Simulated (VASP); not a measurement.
# YAl3N4 (P-1) in VASP: single point with PBEsol

Aim: the single point of YAl3N4 with PBEsol.

All numbers are computed with VASP 6.6.1; they aren't measurements. Logs are shortened: lines on timing, memory, paths and dates and some standing lists are left out, and cuts for length are marked.

**1. The crystal as given**

The typed cell holds 16 atoms: a = 5.778 Å, b = 5.791 Å, c = 6.988 Å, α = 108.43°, β = 89.74°, γ = 120.12°.

The cell comes from a database or a generator and needn't be the stable form of this composition.

**2. Single point, PBEsol**

Contents of INCAR:

```
SYSTEM = YAl3N4
PREC = Accurate
ENCUT = 520
EDIFF = 1E-6
ISMEAR = 0
SIGMA = 0.1
LREAL = Auto
LASPH = .TRUE.
NELM = 100
ALGO = Fast
ISIF = 2
LWAVE = .FALSE.
LCHARG = .FALSE.
GGA = PS
NBANDS = 54
```

Contents of KPOINTS:

```
Automatic mesh
0
G
  4 4 4
  0 0 0
```

Contents of POSCAR:

```
YAl3N4
1.0
    5.0108494977     -2.8773113872      0.0052007574
   -3.4054819584     -0.1029528216     -4.6832454416
    3.5073222697      6.0434525314      0.0484252799
Y Al N
2 6 8
Direct
    0.3204210174      0.0085206256     -0.0124129830
    0.9295789826      0.4914793744      0.1374129830
    0.8329464900     -0.0169648708      0.2543308221
    0.3555544498      0.0775932287      0.5149006694
    0.8220408084     -0.0476304217      0.7310129665
    0.4279591916      0.5476304217      0.3939870335
    0.8944455502      0.4224067713      0.6100993306
    0.4170535100      0.5169648708      0.8706691779
    0.5513550269      0.5318702361      0.1397190931
    0.0632636202      0.4156794863      0.3909038224
    0.6100881083      0.5127377936      0.6120366788
    0.0951284676      0.5308964437      0.8562141949
    0.6986449731     -0.0318702361     -0.0147190931
    0.1548715324     -0.0308964437      0.2687858051
    0.6399118917     -0.0127377936      0.5129633212
    0.1867363798      0.0843205137      0.7340961776
```

Potentials or basis: VASP PAW PBE potentials, release 64 (Y_sv, Al, N).

On the command line:

```bash
> cat potpaw_PBE.64/Y_sv/POTCAR potpaw_PBE.64/Al/POTCAR potpaw_PBE.64/N/POTCAR > POTCAR
> mpirun -np 1 vasp_std > vasp.out
```

OUTCAR:

```text
SYSTEM = YAl3N4
   PREC = Accurate
   ENCUT = 520
   EDIFF = 1E-6
   ISMEAR = 0
   LREAL = Auto
   LASPH = .TRUE.
   NELM = 100
   ISIF = 2
   GGA = PS

 ion  position               nearest neighbor table
   1  0.320  0.009  0.988-  16 2.18  14 2.21  12 2.23  13 2.31   9 2.45   8 3.03   8 3.08   2 3.10
                             2 3.21   5 3.22   7 3.25   6 3.27   3 3.34   4 3.44   5 3.50   4 3.57
   2  0.930  0.491  0.137-  10 2.18  12 2.21  14 2.23   9 2.31  13 2.45   3 3.03   3 3.08   1 3.10
                             1 3.21   6 3.22   4 3.25   5 3.27   8 3.34   7 3.44   6 3.50   7 3.57
   3  0.833  0.983  0.254-  14 1.91  13 2.00  10 2.03  15 2.12   9 2.13   7 2.81   6 2.90   2 3.03
                             8 3.04   2 3.08   6 3.19   4 3.24   1 3.34   1 3.60
   4  0.356  0.078  0.515-  16 1.81  14 1.82  15 1.96  11 2.05   7 2.66   8 2.81   6 2.93   6 3.16
                             3 3.24   2 3.25   5 3.27   1 3.44   1 3.57
   5  0.822  0.952  0.731-  16 1.84  13 1.90  15 1.97  11 2.05   6 2.73   8 2.90   7 2.93   7 3.16
                             8 3.19   1 3.22   2 3.27   4 3.27   1 3.50
   6  0.428  0.548  0.394-  10 1.84   9 1.90  11 1.97  15 2.05   5 2.73   3 2.90   4 2.93   4 3.16
                             3 3.19   2 3.22   1 3.27   7 3.27   2 3.50
   7  0.894  0.422  0.610-  10 1.81  12 1.82  11 1.96  15 2.05   4 2.66   3 2.81   5 2.93   5 3.16
                             8 3.24   1 3.25   6 3.27   2 3.44   2 3.57
   8  0.417  0.517  0.871-  12 1.91   9 2.00  16 2.03  11 2.12  13 2.13   4 2.81   5 2.90   1 3.03
                             3 3.04   1 3.08   5 3.19   7 3.24   2 3.34   2 3.60
   9  0.551  0.532  0.140-   6 1.90   8 2.00   3 2.13   2 2.31   1 2.45
  10  0.063  0.416  0.391-   7 1.81   6 1.84   3 2.03   2 2.18
  11  0.610  0.513  0.612-   7 1.96   6 1.97   4 2.05   5 2.05   8 2.12
  12  0.095  0.531  0.856-   7 1.82   8 1.91   2 2.21   1 2.23
  13  0.699  0.968  0.985-   5 1.90   3 2.00   8 2.13   1 2.31   2 2.45
  14  0.155  0.969  0.269-   4 1.82   3 1.91   1 2.21   2 2.23
  15  0.640  0.987  0.513-   4 1.96   5 1.97   7 2.05   6 2.05   3 2.12
  16  0.187  0.084  0.734-   4 1.81   5 1.84   8 2.03   1 2.18

  LATTYP: Found a triclinic cell.
 ALAT       =     5.7914328554
 B/A-ratio  =     0.9977145800
 C/A-ratio  =     1.2065459747
 COS(alpha) =     0.0046072306
 COS(beta)  =     0.3161257635
 COS(gamma) =     0.5018069153

  Lattice vectors:

 A1 = (   3.4054819584,   0.1029528216,   4.6832454416)
 A2 = (   5.0108494977,  -2.8773113872,   0.0052007574)
 A3 = (   3.5073222697,   6.0434525314,   0.0484252799)

Analysis of symmetry for initial positions (statically):
=====================================================================
 Subroutine PRICEL returns:
 Original cell was already a primitive cell.

 Routine SETGRP: Setting up the symmetry group for a
 triclinic supercell.

 Subroutine GETGRP returns: Found  2 space group operations
 (whereof  1 operations were pure point group operations)
 out of a pool of  2 trial point group operations.

The static configuration has the point symmetry C_1 .
 The point group associated with its full space group is S_2 .

Analysis of symmetry for dynamics (positions and initial velocities):
=====================================================================
 Subroutine PRICEL returns:
 Original cell was already a primitive cell.

 Routine SETGRP: Setting up the symmetry group for a
 triclinic supercell.

 Subroutine GETGRP returns: Found  2 space group operations
 (whereof  1 operations were pure point group operations)
 out of a pool of  2 trial point group operations.

The dynamic configuration has the point symmetry C_1 .
 The point group associated with its full space group is S_2 .

 Subroutine INISYM returns: Found  2 space group operations
 (whereof  1 operations are pure point group operations),
 and found     1 'primitive' translations

----------------------------------------------------------------------------------------

                                     Primitive cell

  volume of cell :     188.4790

  direct lattice vectors                    reciprocal lattice vectors
     5.010849498 -2.877311387  0.005200757     0.150138666 -0.086273481 -0.107278687
    -3.405481958 -0.102952822 -4.683245442     0.000906017  0.001190642 -0.214212135
     3.507322270  6.043452531  0.048425280     0.071497041  0.124413472 -0.054724999

  length of vectors
     5.778196999  5.791432855  6.987630000     0.203699409  0.214217360  0.153575272

  position of ions in fractional coordinates (direct lattice)
     0.320421017  0.008520626  0.987587017
[... 46 lines left out ...]
     0.037534667 -0.021568370 -0.026819672     0.250000000  0.000000000 -0.000000000
     0.000226504  0.000297661 -0.053553034    -0.000000000  0.250000000 -0.000000000
     0.017874260  0.031103368 -0.013681250    -0.000000000  0.000000000  0.250000000

  Length of vectors
     0.050924852  0.053554340  0.038393818

  Shift w.r.t. Gamma in fractional coordinates (k-lattice)
     0.000000000  0.000000000  0.000000000

 Subroutine IBZKPT returns following result:
 ===========================================

 Found     36 irreducible k-points:

 Following reciprocal coordinates:
            Coordinates               Weight
  0.000000  0.000000  0.000000      1.000000
  0.250000 -0.000000 -0.000000      2.000000
  0.500000 -0.000000 -0.000000      1.000000
 -0.000000  0.250000  0.000000      2.000000
  0.250000  0.250000  0.000000      2.000000
  0.500000  0.250000 -0.000000      2.000000
[... 16 lines left out ...]
 -0.000000 -0.250000  0.250000      2.000000
  0.250000 -0.250000  0.250000      2.000000
 [... further k-points ...]
   k-points           NKPTS =     36   k-points in BZ     NKDIM =     36   number of bands    NBANDS=     54
   number of dos      NEDOS =    301   number of ions     NIONS =     16
   total plane-waves  NPLWV = 124416
   dimension x,y,z NGX =    48 NGY =   48 NGZ =   54
   dimension x,y,z NGXF=    96 NGYF=   96 NGZF=  108
   ions per type =               2   6   8
   NGX,Y,Z   is equivalent  to a cutoff of  13.81, 13.78, 12.85 a.u.
   NGXF,Y,Z  is equivalent  to a cutoff of  27.62, 27.56, 25.69 a.u.
 SYSTEM =  YAl3N4
   PREC   = accura    normal or accurate (medium, high low for compatibility)
   ISTART =      0    job   : 0-new  1-cont  2-samecut
   ICHARG =      2    charge: 1-file 2-atom 10-const
   ISPIN  =      1    spin polarized calculation?
   LNONCOLLINEAR =      F non collinear calculations
   LSORBIT =      F    spin-orbit coupling
   LASPH  =      T    aspherical Exc in radial PAW
   ENCUT  =  520.0 eV  38.22 Ry    6.18 a.u.  10.74 10.77 12.99*2*pi/ulx,y,z
   NELM   =    100;   NELMIN=  2; NELMDL= -5     # of ELM steps
   EDIFF  = 0.1E-05   stopping-criterion for ELM
   LREAL  =      T    real-space projection
   EDIFFG = 0.1E-04   stopping-criterion for IOM
   NSW    =      0    number of steps for IOM
   IBRION =     -1    ionic relax: 0-MD 1-quasi-New 2-CG
   NFREE  =      0    steps in history (QN), initial steepest desc. (CG)
   ISIF   =      2    stress and relaxation
   ISYM   =      2    0-nonsym 1-usesym 2-fastsym
   POTIM  = 0.5000    time-step for ionic-motion
   TEBEG  =    0.0;   TEEND  =   0.0 temperature during run
   PSTRESS=    0.0 pullay stress
   NELECT =      80.0000    total number of electrons
   NUPDOWN=      -1.0000    fix difference up-down
   EMIN   =  10.00;   EMAX   =-10.00  energy-range for DOS
   EFERMI =   0.00;   METHOD = LEGACY
   ISMEAR =     0;   SIGMA  =   0.10  broadening in eV -4-tet -1-fermi 0-gaus
   EFERMI_NEDOS =   21; number of points for ismear=-14 and -15
   IALGO  =     68    algorithm
   IMIX   =      4    mixing-type and parameters
     AMIX     =   0.40;   BMIX     =  1.00
     AMIX_MAG =   1.60;   BMIX_MAG =  1.00
  volume/ion in A,a.u.               =      11.78        79.49
  Fermi-wavevector in a.u.,A,eV,Ry     =   1.230317  2.324963 20.594879  1.513681
  Thomas-Fermi vector in A             =   2.365171
   LORBIT       =      0    0 simple, 1 ext, 2 COOP (PROOUT), +10 PAW based schemes
   GGA     = PS    functional components
   LHFCALC =     F    Hartree Fock is set to
   AEXX    =    0.0000 exact exchange contribution
   IVDW    =     0    specifies the selected vdW correction
   LEPSILON=     F    determine dielectric tensor
   LRPA    =     F    only Hartree local field effects (RPA)
 non-spin polarized calculation
 RMM-DIIS sequential band-by-band and
 Gauss-broadening in eV      SIGMA  =   0.10
  energy-cutoff  :      520.00
  volume of cell :      188.48
 maximum number of plane-waves:      5092
 NGX is ok and might be reduce to    48
   NGX = 21   NGY = 21   NGZ = 25

 number of electron      79.9999998 magnetization

 Free energy of the ion-electron system (eV)
  ---------------------------------------------------
  ext. energy  EPLUGINS =         0.00000000
  ---------------------------------------------------
  free energy    TOTEN  =      -128.38153903 eV

  energy without entropy =     -128.38153903  energy(sigma->0) =     -128.38153903

 E-fermi :   6.3753     XC(G=0): -11.0299

 val. band max:        5.7945152635   @ k =   0.0000   0.0000   0.0000
 cond. band min:       8.1809176751   @ k =   0.0000   0.0000   0.0000
 fundamental gap:      2.3864024117
 Fermi energy:         6.3752632967

 k-point     1 :       0.0000    0.0000    0.0000
  band No.  band energies     occupation
      1     -34.5642      2.00000
      2     -34.4444      2.00000
      3     -15.4422      2.00000
      4     -15.0267      2.00000
      5     -14.9676      2.00000
      6     -14.8972      2.00000
[... 1309 lines left out ...]
     51      12.2621      0.00000
     52      12.5832      0.00000

 [... further k-points ...]

 [bands above 52 left out]

------------------------ aborting loop because EDIFF is reached ----------------------------------------

  FORCE on cell =-STRESS in cart. coord.  units (eV):
  Direction    XX          YY          ZZ          XY          YZ          ZX
  --------------------------------------------------------------------------------------
  -------------------------------------------------------------------------------------
  Total        0.0530726      0.3832349     -0.4737030      0.2512470      0.0356817     -0.1126060
  in kB        0.4511469      3.2577120     -4.0267412      2.1357409      0.3033145     -0.9572138
  external PRESSURE =      -0.1059608 kB  Pullay stress =       0.0000000 kB

 VOLUME and BASIS-vectors are now :
 -----------------------------------------------------------------------------
  energy-cutoff  :      520.00
  volume of cell :      188.48
      direct lattice vectors                 reciprocal lattice vectors
     5.010849498 -2.877311387  0.005200757     0.150138666 -0.086273481 -0.107278687
    -3.405481958 -0.102952822 -4.683245442     0.000906017  0.001190642 -0.214212135
     3.507322270  6.043452531  0.048425280     0.071497041  0.124413472 -0.054724999

 POSITION                                       TOTAL-FORCE (eV/Angst)
 -----------------------------------------------------------------------------------
      5.04035      5.04561      0.00959         0.002633      0.018732     -0.027421
      3.46621     -1.89484     -2.29023        -0.002633     -0.018732      0.027421
      1.71808     -0.96082     -4.58715        -0.018171      0.006244      0.005797
      3.32331      2.08075     -0.33660         0.025763     -0.008548     -0.001650
      3.43974      1.95453     -4.42051        -0.009885     -0.020456      0.027082
      1.66133      1.09329     -2.54338         0.009885      0.020456     -0.027082
[... 8 lines left out ...]
      1.64353      1.15720     -4.59542        -0.005876      0.002552      0.024624
      3.22327      3.89050     -0.35837         0.037650      0.045920     -0.003171
 -----------------------------------------------------------------------------------
    total drift:                               -0.000009     -0.000023      0.000010

  FREE ENERGIE OF THE ION-ELECTRON SYSTEM (eV)
  ---------------------------------------------------
  free  energy   TOTEN  =      -128.3815390336 eV

  energy  without entropy=     -128.3815390336  energy(sigma->0) =     -128.38153903
```

Wall time 24 min (1 thread of Intel Xeon Platinum 8488C (Sapphire Rapids), shared host); peak memory 0.51 GiB.

Results:

| Item | Value |
| --- | --- |
| Free energy | -128.3815 eV |
| Pressure | 0.0 GPa |
| Largest force | 0.059 eV/Å |
| Band gap on the k mesh | 2.39 eV, direct |

Forces in eV/Å, atoms in the order of the input:
```
Y    0.003  0.019 -0.027
Y   -0.003 -0.019  0.027
Al  -0.018  0.006  0.006
Al   0.026 -0.009 -0.002
Al  -0.010 -0.020  0.027
Al   0.010  0.020 -0.027
Al  -0.026  0.009  0.002
Al   0.018 -0.006 -0.006
N   -0.004 -0.027  0.013
N   -0.038 -0.046  0.003
N    0.006 -0.003 -0.025
N    0.028  0.017  0.000
N    0.004  0.027 -0.013
N   -0.028 -0.017  0.000
N   -0.006  0.003  0.025
N    0.038  0.046 -0.003
```

Caveat: the PAW data sets were made with another functional, which shifts forces and pressure a little. A k mesh can miss the band edges.
